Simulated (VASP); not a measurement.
Method: PBEsol GGA, VASP's PBE PAW potentials (set 64) (plane waves; VASP). Each cell was relaxed at this level.

Without a dispersion term in the relaxation, distances and binding between the weakly bound layers, chains or molecules are unreliable, and so is what depends on them.

**Question.** Which of these has an unstable (imaginary) mode at Γ?
A) BaTiO3, Pm-3m (221)
B) MgAl, Pmma (51)
C) C, P6_3/mmc (194)
D) LuHg, Pm-3m (221)

**Answer.** A, BaTiO3, Pm-3m (221). Its optical Γ-point modes are 198i (×3), 178 (×3), 287 (×3), 464 (×3) cm⁻¹.
